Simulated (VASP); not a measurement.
Method: PBE GGA with D3 dispersion (zero damping), VASP's PBE PAW potentials (set 64) (plane waves; VASP 6.6.1).

VASP ran on this input.

File KPOINTS:
```
K-points
0
gamma
  14 14 8
```

**INCAR**
```
# general
SYSTEM   =  Lu
PREC     =  Accurate
ENCUT    =  520   # plane-wave cut-off (eV)
LREAL    =  F   # projection in real space or not
LASPH    =  T   # aspherical one-centre terms

# electronic loop
EDIFF    =  1E-7   # SCF stop (eV)
NELM     =  100   # most electronic steps
ALGO     =  Normal   # blocked Davidson
LMAXMIX  =  6   # l cut-off of mixed one-centre charges

# smearing
ISMEAR   =  -5

# functional
GGA      =  PE   # PBE
IVDW     =  11

# ions
ISIF     =  2   # forces and stress, cell fixed

# output
LWAVE    =  F
LCHARG   =  T
LORBIT   =  11   # lm-projected
NEDOS    =  601   # DOS grid
```

### POSCAR
```
Lu
1.0
  1.7324228443  -3.0006444706   0.0000000000
  1.7324228443   3.0006444706   0.0000000000
  0.0000000000   0.0000000000   5.3872943584
Lu
2
Cart
  1.7324228443   1.0002168240   1.3468235896
  1.7324228443  -1.0002168240   4.0404707688
```

POTCAR, in this order: Lu_3 (PBE.64 set). Program: vasp_std.

Output of the run:

**OSZICAR**
```
       N       E                     dE             d eps       ncg     rms          rms(c)
DAV:   1     0.458454200175E+02    0.45845E+02   -0.87948E+03  5515   0.151E+03
DAV:   2    -0.653254266504E+01   -0.52378E+02   -0.51221E+02  5355   0.739E+02
DAV:   3    -0.879094489908E+01   -0.22584E+01   -0.21651E+01  5547   0.634E+01
DAV:   4    -0.887763326323E+01   -0.86688E-01   -0.85089E-01  5801   0.946E+00
DAV:   5    -0.888012047264E+01   -0.24872E-02   -0.24717E-02  5276   0.173E+00    0.262E+01
DAV:   6    -0.887592455678E+01    0.41959E-02   -0.30416E-02  5230   0.415E+00    0.156E+01
DAV:   7    -0.888692820739E+01   -0.11004E-01   -0.56820E-02  4970   0.551E+00    0.387E-01
DAV:   8    -0.888681630763E+01    0.11190E-03   -0.38088E-03  5148   0.849E-01    0.111E-01
DAV:   9    -0.888681983181E+01   -0.35242E-05   -0.18808E-04  5319   0.224E-01    0.281E-02
DAV:  10    -0.888681566571E+01    0.41661E-05   -0.19744E-05  5319   0.698E-02    0.312E-02
DAV:  11    -0.888681610609E+01   -0.44037E-06   -0.13110E-06  5209   0.169E-02    0.280E-03
DAV:  12    -0.888681633376E+01   -0.22768E-06   -0.59667E-08  2928   0.597E-03    0.136E-03
DAV:  13    -0.888681632100E+01    0.12764E-07   -0.22049E-08  2670   0.919E-03
   1 F= -.95564624E+01 E0= -.95564624E+01  d E =0.000000E+00
```

File OUTCAR:
```
------------------------ aborting loop because EDIFF is reached ----------------------------------------
 Edisp (eV)   -0.66965
  FORCE on cell =-STRESS in cart. coord.  units (eV):
  Direction    XX          YY          ZZ          XY          YZ          ZX
  --------------------------------------------------------------------------------------
  Total       0.07272     0.07272    -0.03101     0.00000     0.00000     0.00000
  in kB       2.08023     2.08023    -0.88708     0.00000     0.00000     0.00000
  external pressure =        1.09 kB  Pullay stress =        0.00 kB
  volume of cell :       56.01
      direct lattice vectors                 reciprocal lattice vectors
     1.732422844 -3.000644471  0.000000000     0.288613142 -0.166630870  0.000000000
     1.732422844  3.000644471  0.000000000     0.288613142  0.166630870  0.000000000
     0.000000000  0.000000000  5.387294358     0.000000000  0.000000000  0.185621934
 POSITION                                       TOTAL-FORCE (eV/Angst)
 -----------------------------------------------------------------------------------
      1.73242      1.00022      1.34682         0.000000      0.000000      0.000000
      1.73242     -1.00022      4.04047        -0.000000     -0.000000      0.000000
 -----------------------------------------------------------------------------------
    total drift:                                0.000001      0.000067     -0.000012
  FREE ENERGIE OF THE ION-ELECTRON SYSTEM (eV)
  ---------------------------------------------------
  free  energy   TOTEN  =        -9.5564623894 eV

  energy  without entropy=       -9.5564623894  energy(sigma->0) =       -9.55646239

 total charge

# of ion       s       p       d       tot
------------------------------------------
    1        0.512   6.442   0.960   7.915
    2        0.512   6.442   0.960   7.915
--------------------------------------------------
tot          1.024  12.884   1.920  15.829
```
(Selected blocks of OUTCAR.)

For a metal the tetrahedron method with Blöchl corrections gives inexact stress and forces.

The compound is Lu in the hcp structure. It was relaxed first.
